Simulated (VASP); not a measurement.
Method: AM05 GGA, VASP's PBE PAW potentials (set 64) (plane waves; VASP).

VASP ran on this input.

File KPOINTS:
```
Automatic mesh
0
gamma
 6 6 6
```

### POSCAR
```
BaTiO3
1
    3.8849188935     0.0000000000     0.0000000000
    0.0000000000     3.8849188935     0.0000000000
    0.0000000000     0.0000000000     4.0302826261
Ba Ti O
1 1 3
Direct
  0.0000000000   0.0000000000   0.0052854951
  0.5000000000   0.5000000000   0.5244121229
  0.5000000000   0.5000000000   0.9672671412
  0.0000000000   0.5000000000   0.4835176205
  0.5000000000   0.0000000000   0.4835176205
```

INCAR:
```
SYSTEM = BaTiO3
PREC = Accurate; ENCUT = 520; LREAL = .FALSE.
LASPH = .TRUE.
EDIFF = 1E-7; NELM = 100; ALGO = Normal
LMAXMIX = 4
ISMEAR = 0; SIGMA = 0.05
GGA = AM
IBRION = 2; NSW = 30; ISIF = 4
EDIFFG = -0.01
LWAVE = .FALSE.; LCHARG = .FALSE.
```

POTCAR, in this order: Ba_sv Ti_sv O (PBE.64 set). Program: vasp_std.

What VASP printed:

OSZICAR:
```
...
DAV:  13    -0.406586021672E+02   -0.54962E-04   -0.28345E-04  2664   0.118E-01    0.357E-02
DAV:  14    -0.406585859535E+02    0.16214E-04   -0.10533E-04  2288   0.612E-02    0.483E-03
DAV:  15    -0.406585863228E+02   -0.36931E-06   -0.37807E-06  2584   0.149E-02    0.457E-03
DAV:  16    -0.406585863179E+02    0.48831E-08   -0.44494E-07  2104   0.496E-03
   1 F= -.40658586E+02 E0= -.40658586E+02  d E =-.406586E+02
       N       E                     dE             d eps       ncg     rms          rms(c)
DAV:   1    -0.406186787975E+02    0.39908E-01   -0.11917E+01  2168   0.399E+01    0.998E-01
DAV:   2    -0.406811539906E+02   -0.62475E-01   -0.73542E-01  2056   0.608E+00    0.964E-01
DAV:   3    -0.406807012174E+02    0.45277E-03   -0.31317E-02  2712   0.133E+00    0.566E-01
DAV:   4    -0.406798897896E+02    0.81143E-03   -0.65844E-03  2424   0.792E-01    0.224E-01
DAV:   5    -0.406798185239E+02    0.71266E-04   -0.17375E-03  2304   0.360E-01    0.523E-02
DAV:   6    -0.406797798097E+02    0.38714E-04   -0.26976E-04  2512   0.162E-01    0.262E-02
DAV:   7    -0.406797797560E+02    0.53646E-07   -0.97343E-05  2512   0.787E-02    0.147E-02
DAV:   8    -0.406797755259E+02    0.42302E-05   -0.33877E-05  2368   0.414E-02    0.252E-03
DAV:   9    -0.406797757309E+02   -0.20506E-06   -0.26299E-06  2312   0.116E-02    0.157E-03
DAV:  10    -0.406797757012E+02    0.29673E-07   -0.14146E-07  1448   0.427E-03
   2 F= -.40679776E+02 E0= -.40679776E+02  d E =-.211894E-01
       N       E                     dE             d eps       ncg     rms          rms(c)
DAV:   1    -0.406797557871E+02    0.19944E-04   -0.53475E-03  2160   0.848E-01    0.188E-02
DAV:   2    -0.406797836898E+02   -0.27903E-04   -0.32245E-04  2024   0.126E-01    0.178E-02
DAV:   3    -0.406797834369E+02    0.25289E-06   -0.14771E-05  2728   0.283E-02    0.102E-02
DAV:   4    -0.406797830334E+02    0.40349E-06   -0.28194E-06  2424   0.161E-02    0.432E-03
DAV:   5    -0.406797830211E+02    0.12277E-07   -0.72576E-07  2168   0.710E-03
   3 F= -.40679783E+02 E0= -.40679783E+02  d E =-.211967E-01
       N       E                     dE             d eps       ncg     rms          rms(c)
DAV:   1    -0.407066810459E+02   -0.26898E-01   -0.35520E+00  2016   0.199E+01    0.116E+00
DAV:   2    -0.407035687407E+02    0.31123E-02   -0.22058E-01  2032   0.352E+00    0.727E-01
DAV:   3    -0.406926931429E+02    0.10876E-01   -0.28074E-02  2560   0.153E+00    0.220E-01
DAV:   4    -0.406919451640E+02    0.74798E-03   -0.50521E-03  2504   0.624E-01    0.724E-02
DAV:   5    -0.406919401097E+02    0.50544E-05   -0.71949E-04  2536   0.212E-01    0.363E-02
DAV:   6    -0.406919274002E+02    0.12709E-04   -0.99907E-05  2520   0.819E-02    0.210E-02
DAV:   7    -0.406919287645E+02   -0.13643E-05   -0.17924E-05  2440   0.368E-02    0.744E-03
DAV:   8    -0.406919281918E+02    0.57269E-06   -0.76956E-06  2384   0.200E-02    0.164E-03
DAV:   9    -0.406919282025E+02   -0.10749E-07   -0.42935E-07  2056   0.542E-03
   4 F= -.40691928E+02 E0= -.40691928E+02  d E =-.121452E-01
       N       E                     dE             d eps       ncg     rms          rms(c)
DAV:   1    -0.407013475368E+02   -0.94193E-02   -0.16887E+00  2016   0.136E+01    0.801E-01
DAV:   2    -0.406999269246E+02    0.14206E-02   -0.10541E-01  2016   0.244E+00    0.497E-01
DAV:   3    -0.406947640935E+02    0.51628E-02   -0.13729E-02  2568   0.106E+00    0.156E-01
DAV:   4    -0.406943923751E+02    0.37172E-03   -0.25312E-03  2512   0.438E-01    0.508E-02
DAV:   5    -0.406943895143E+02    0.28608E-05   -0.36165E-04  2512   0.149E-01    0.255E-02
DAV:   6    -0.406943830442E+02    0.64700E-05   -0.50716E-05  2536   0.584E-02    0.146E-02
DAV:   7    -0.406943837154E+02   -0.67114E-06   -0.91089E-06  2440   0.257E-02    0.535E-03
DAV:   8    -0.406943834141E+02    0.30132E-06   -0.39139E-06  2360   0.141E-02    0.116E-03
DAV:   9    -0.406943834228E+02   -0.86857E-08   -0.21509E-07  1800   0.383E-03
   5 F= -.40694383E+02 E0= -.40694383E+02  d E =-.146004E-01
       N       E                     dE             d eps       ncg     rms          rms(c)
DAV:   1    -0.406923306532E+02    0.20528E-02   -0.76506E-01  2232   0.106E+01    0.179E-01
DAV:   2    -0.406965465418E+02   -0.42159E-02   -0.49425E-02  2016   0.162E+00    0.111E-01
DAV:   3    -0.406965698425E+02   -0.23301E-04   -0.18035E-03  2712   0.295E-01    0.658E-02
DAV:   4    -0.406965201083E+02    0.49734E-04   -0.19794E-04  2656   0.145E-01    0.262E-02
DAV:   5    -0.406965186526E+02    0.14557E-05   -0.51592E-05  2512   0.611E-02    0.995E-03
DAV:   6    -0.406965183417E+02    0.31091E-06   -0.42586E-06  2744   0.208E-02    0.533E-03
DAV:   7    -0.406965182568E+02    0.84918E-07   -0.11959E-06  2360   0.912E-03    0.214E-03
DAV:   8    -0.406965182706E+02   -0.13764E-07   -0.18667E-07  1464   0.417E-03
   6 F= -.40696518E+02 E0= -.40696518E+02  d E =-.213485E-02
       N       E                     dE             d eps       ncg     rms          rms(c)
DAV:   1    -0.406883291978E+02    0.81891E-02   -0.16889E+00  2232   0.158E+01    0.263E-01
DAV:   2    -0.406976681329E+02   -0.93389E-02   -0.10902E-01  2016   0.241E+00    0.161E-01
DAV:   3    -0.406977149308E+02   -0.46798E-04   -0.39389E-03  2672   0.434E-01    0.954E-02
DAV:   4    -0.406976028669E+02    0.11206E-03   -0.43456E-04  2632   0.217E-01    0.338E-02
DAV:   5    -0.406976023393E+02    0.52762E-06   -0.10620E-04  2376   0.865E-02    0.146E-02
DAV:   6    -0.406976015601E+02    0.77921E-06   -0.75364E-06  2744   0.285E-02    0.777E-03
DAV:   7    -0.406976013895E+02    0.17056E-06   -0.26333E-06  2416   0.139E-02    0.285E-03
DAV:   8    -0.406976014024E+02   -0.12844E-07   -0.47060E-07  2072   0.608E-03
   7 F= -.40697601E+02 E0= -.40697601E+02  d E =-.321798E-02
       N       E                     dE             d eps       ncg     rms          rms(c)
DAV:   1    -0.406975924948E+02    0.88948E-05   -0.19026E-03  2232   0.528E-01    0.890E-03
DAV:   2    -0.406976029505E+02   -0.10456E-04   -0.12295E-04  2016   0.804E-02    0.527E-03
DAV:   3    -0.406976030131E+02   -0.62607E-07   -0.45721E-06  2672   0.147E-02    0.311E-03
DAV:   4    -0.406976028961E+02    0.11701E-06   -0.45904E-07  2328   0.696E-03    0.131E-03
DAV:   5    -0.406976028868E+02    0.92714E-08   -0.10293E-07  1192   0.302E-03
   8 F= -.40697603E+02 E0= -.40697603E+02  d E =-.321946E-02
       N       E                     dE             d eps       ncg     rms          rms(c)
DAV:   1    -0.406975372995E+02    0.65597E-04   -0.82147E-02  1936   0.286E+00    0.125E-01
DAV:   2    -0.406977817273E+02   -0.24443E-03   -0.45023E-03  2112   0.497E-01    0.770E-02
DAV:   3    -0.406976919208E+02    0.89806E-04   -0.29643E-04  2528   0.147E-01    0.325E-02
DAV:   4    -0.406976743542E+02    0.17567E-04   -0.81115E-05  2544   0.786E-02    0.101E-02
DAV:   5    -0.406976732281E+02    0.11261E-05   -0.11033E-05  2328   0.301E-02    0.527E-03
DAV:   6    -0.406976730649E+02    0.16318E-06   -0.11326E-06  2488   0.907E-03    0.270E-03
DAV:   7    -0.406976730513E+02    0.13607E-07   -0.33089E-07  2064   0.510E-03
   9 F= -.40697673E+02 E0= -.40697673E+02  d E =-.701645E-04
       N       E                     dE             d eps       ncg     rms          rms(c)
DAV:   1    -0.406976757379E+02   -0.26730E-05   -0.70481E-03  1936   0.840E-01    0.365E-02
DAV:   2    -0.406976965905E+02   -0.20853E-04   -0.38415E-04  2104   0.145E-01    0.225E-02
DAV:   3    -0.406976889217E+02    0.76688E-05   -0.25426E-05  2528   0.430E-02    0.952E-03
DAV:   4    -0.406976874155E+02    0.15062E-05   -0.69810E-06  2560   0.230E-02    0.293E-03
DAV:   5    -0.406976873099E+02    0.10564E-06   -0.93166E-07  2336   0.876E-03    0.153E-03
DAV:   6    -0.406976872904E+02    0.19512E-07   -0.81744E-08  1280   0.262E-03
  10 F= -.40697687E+02 E0= -.40697687E+02  d E =-.844036E-04
```

OUTCAR:
```
------------------------ aborting loop because EDIFF is reached ----------------------------------------
  FORCE on cell =-STRESS in cart. coord.  units (eV):
  Direction    XX          YY          ZZ          XY          YZ          ZX
  --------------------------------------------------------------------------------------
  Total        3.3627554      3.3627554      3.3340864      0.0000000      0.0000000      0.0000000
  in kB       88.5740394     88.5740394     87.8189046      0.0000000      0.0000000      0.0000000
  external PRESSURE =      88.3223278 kB  Pullay stress =       0.0000000 kB
  volume of cell :       60.83
      direct lattice vectors                 reciprocal lattice vectors
     3.923521362  0.000000000  0.000000000     0.254873087  0.000000000  0.000000000
     0.000000000  3.923521362 -0.000000000     0.000000000  0.254873087  0.000000000
     0.000000000 -0.000000000  3.951367033     0.000000000  0.000000000  0.253076971
 POSITION                                       TOTAL-FORCE (eV/Angst)
 -----------------------------------------------------------------------------------
      0.00000     -0.00000      3.94074         0.000000      0.000000     -0.000889
      1.96176      1.96176      2.00787         0.000000      0.000000     -0.002505
      1.96176      1.96176      3.88505         0.000000     -0.000000      0.006625
      0.00000      1.96176      1.92694         0.000000      0.000000     -0.001616
      1.96176     -0.00000      1.92694         0.000000      0.000000     -0.001616
 -----------------------------------------------------------------------------------
    total drift:                                0.000000      0.000000      0.000561
  FREE ENERGIE OF THE ION-ELECTRON SYSTEM (eV)
  ---------------------------------------------------
  free  energy   TOTEN  =       -40.6976872904 eV

  energy  without entropy=      -40.6976872904  energy(sigma->0) =      -40.69768729

 reached required accuracy - stopping structural energy minimisation
```
(Selected blocks of OUTCAR.)

**CONTCAR**
```
BaTiO3
   1.00000000000000
     3.9235213619120373    0.0000000000000000    0.0000000000000000
     0.0000000000000000    3.9235213619120368   -0.0000000000000000
     0.0000000000000000   -0.0000000000000000    3.9513670325419414
  Ba              Ti              O
     1     1     3
Direct
     0.0000000000000000    0.0000000000000000    0.9973099645498120
     0.5000000000000000    0.5000000000000000    0.5081458656690906
     0.5000000000000000    0.5000000000000000    0.9832170734998895
     0.0000000000000000    0.5000000000000000    0.4876635482406049
     0.5000000000000000    0.0000000000000000    0.4876635482406049
```

OUTCAR:
```
 val. band max:        4.1949228361   @ k =   0.5000   0.5000   0.5000

 cond. band min:       6.0095685394   @ k =   0.0000   0.0000   0.0000


 Fermi energy:         4.5953470897

 k-point     1 :       0.0000    0.0000    0.0000
  band No.  band energies     occupation
      1     -51.8251      2.00000
      2     -28.2793      2.00000
      3     -28.2546      2.00000
      4     -28.2546      2.00000
      5     -20.5374      2.00000
      6     -12.7139      2.00000
      7     -12.0527      2.00000
      8     -12.0282      2.00000
      9      -5.7282      2.00000
     10      -5.7115      2.00000
     11      -5.7115      2.00000
     12       1.8763      2.00000
     13       1.8926      2.00000
     14       1.8926      2.00000
     15       2.8992      2.00000
     16       2.8992      2.00000
     17       2.9542      2.00000
     18       3.9771      2.00000
     19       3.9808      2.00000
     20       3.9808      2.00000
     21       6.0096      0.00000
     22       6.1634      0.00000
     23       6.1634      0.00000
     24       8.5504      0.00000

 k-point     2 :       0.1667    0.0000    0.0000
  band No.  band energies     occupation
      1     -51.8248      2.00000
      2     -28.2786      2.00000
      3     -28.2728      2.00000
      4     -28.2538      2.00000
      5     -20.4976      2.00000
      6     -12.7578      2.00000
      7     -12.0372      2.00000
      8     -11.9881      2.00000
      9      -5.6785      2.00000
     10      -5.6610      2.00000
     11      -5.5737      2.00000
     12       1.3972      2.00000
     13       1.7725      2.00000
     14       1.7891      2.00000
     15       2.5445      2.00000
     16       2.6127      2.00000
     17       2.7358      2.00000
     18       3.3626      2.00000
     19       3.7562      2.00000
     20       3.8318      2.00000
     21       6.2004      0.00000
     22       6.5967      0.00000
     23       6.6309      0.00000
     24       8.5848      0.00000
...
```

Unless said otherwise, spin-orbit coupling is left out, though it shifts the bands of the heavy elements here.

The compound is BaTiO3 in the tetragonal perovskite structure. This cell is one point of a volume scan, at 0.94 of the reference volume. Symmetry was kept, so distortions that lower it aren't found.
